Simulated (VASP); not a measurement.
Consider the following.

```xyz
5
Lattice="3.6659 0.0000 0.0000 -1.8330 3.1748 0.0000 0.0000 0.0000 5.9976" Properties=species:S:1:pos:R:3 pbc="T T T"
Y      1.8151     1.0571     4.6770
Y      0.0074     2.1075     1.3691
H      1.8240     1.0714     2.3170
H      0.0049     2.0991     3.6346
C      0.0145     0.0144    -0.0024
```

Computed with PBEsol GGA, VASP's PBE PAW potentials (set 64) (plane waves; VASP). Settings: 400 eV cut-off, 8×8×4 Γ-centred mesh, Fermi-Dirac smearing of 0.10 eV, potentials Y_sv H C.

At this cut-off the stress carries a Pulay error, which pulls relaxed volumes low. Energy and stress use the plane-wave basis of the starting cell.

Q: The ions, cell shape and volume are relaxed. Predict the relaxed structure.

A: 
```xyz
5
Lattice="3.6235 0.0002 0.0004 -1.8116 3.1371 -0.0016 0.0007 -0.0026 5.9275" Properties=species:S:1:pos:R:3 pbc="T T T"
Y      1.8130     1.0425     4.5845
Y      0.0000     2.0926     1.3416
H      1.8113     1.0481     2.3042
H      0.0008     2.0858     3.6228
C      0.0009    -0.0022     5.9270
```
Space group P-3m1 (164), at a tolerance of 0.03 Å.

Q: How do energy and volume change from the first to the last step?

A: The energy (σ→0) changes by -7.4 meV/atom and the volume by -3.5 %, in 14 ionic steps.

The structure comes from a computed database's Y2H2C entry; how it stands against other phases isn't given here. In the starting cell atoms are displaced from their ideal sites. This run relaxes it. The run is one of a series of settings (EDIFFG = -0.01, IBRION = 2, ISIF = 3, NSW = 50 against the base run), some of them coarse on purpose.
